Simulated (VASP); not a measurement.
Given:

```yaml
crystal:
  lattice:
    - [1.45317, -2.51697, 0.00000]
    - [1.45317, 2.51697, 0.00000]
    - [0.00000, 0.00000, 2.83452]
  atoms:
    - { symbol: W, position: [0.00000, 0.00000, 0.00000] }
    - { symbol: C, position: [0.33333, 0.66667, 0.50000] }
```

All values below come from PBE GGA with D4 dispersion, VASP's PBE PAW potentials (set 64) (plane waves; VASP 6.6.1). Run with 520 eV cut-off, Gaussian smearing of 0.050 eV, potentials W_sv C.

Give the energies of bands 6 to 12 at the high-symmetry points, in eV from the Fermi level.

| band | Γ | M | K | A | L | H |
|---|---|---|---|---|---|---|
| 6 | -4.28 | -7.00 | -6.53 | -8.62 | -6.42 | -7.18 |
| 7 | -3.30 | -3.57 | -4.52 | -1.98 | -4.28 | -5.36 |
| 8 | -3.30 | -3.54 | -3.41 | -1.98 | -4.15 | -1.57 |
| 9 | 0.14 | -0.43 | 0.66 | -0.55 | 0.33 | -0.61 |
| 10 | 3.28 | 2.39 | 1.01 | -0.55 | 4.47 | 4.45 |
| 11 | 3.28 | 4.57 | 2.09 | 3.72 | 5.36 | 6.43 |
| 12 | 5.67 | 4.92 | 3.26 | 4.57 | 6.69 | 7.64 |

It has no gap at this level: it comes out as a metal or semimetal.

The compound is WC in the wc structure. It was relaxed first.
